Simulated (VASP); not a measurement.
An input for Ansatz (written as the equivalent of a VASP run, and not itself run):

Ansatz 0.2 input:
```yaml
crystal:
  lattice:
    - [0.0000000, 2.6458094, 2.6458094]
    - [2.6458094, 0.0000000, 2.6458094]
    - [2.6458094, 2.6458094, 0.0000000]
  atoms:
    - { symbol: Hg, position: [0.0000000, 0.0000000, 0.0000000] }
    - { symbol: S, position: [0.5000000, 0.5000000, 0.5000000] }
kpoints:
  mp_grid: { grid: [12, 12, 12] }
hamiltonian:
  xc: pbesol
  pseudopotentials: { kind: paw }
scf:
  occupations: { method: methfessel_paxton, width: 0.1 }
  max_iter: 100
relax:
  max_steps: 40
  f_tol: 0.02
  cell: { p_target: 10 }
output: { forces: true, stress: true, eigenvalues: true }
```

**Question.** Write the VASP files for the same calculation (PBEsol).

**Answer.** One answer among several that fit: 
### INCAR
```
# general
SYSTEM   =  HgS
PREC     =  Accurate
ENCUT    =  500   # plane-wave cut-off (eV)
LREAL    =  .FALSE.
LASPH    =  .TRUE.   # aspherical one-centre terms

# electronic loop
EDIFF    =  1E-6
NELM     =  100   # most electronic steps
ALGO     =  Normal
LMAXMIX  =  6   # l cut-off of mixed one-centre charges

# smearing
ISMEAR   =  1
SIGMA    =  0.1

# functional
GGA      =  PS   # PBEsol

# ions
IBRION   =  2
NSW      =  40   # most ionic steps
ISIF     =  3
EDIFFG   =  -0.02
PSTRESS  =  100   # kbar

# output
LWAVE    =  .FALSE.
LCHARG   =  .FALSE.
```

File POSCAR:
```
HgS
1
   -0.0000000000     2.6458094439     2.6458094439
    2.6458094439     0.0000000000     2.6458094439
    2.6458094439     2.6458094439     0.0000000000
Hg S
1 1
Direct
  0.0000000000   0.0000000000   0.0000000000
  0.5000000000   0.5000000000   0.5000000000
```

KPOINTS:
```
Automatic mesh
0
Gamma
12 12 12
0 0 0
```

POTCAR, in this order: Hg S (PBE.64 set). Program: vasp_std.

What does not carry over: each code has its own PAW files, so the cut-off isn't converted (ENCUT is set for VASP's; basis.ecutwfc is left out, and Ansatz then takes the one that its files recommend); Ansatz stops its SCF on the density residual and VASP on the energy change (EDIFF).

The structure was generated: HgS was put into the rock salt type (Fm-3m), which need not be its known phase. It was relaxed first under an external pressure of 10 GPa.
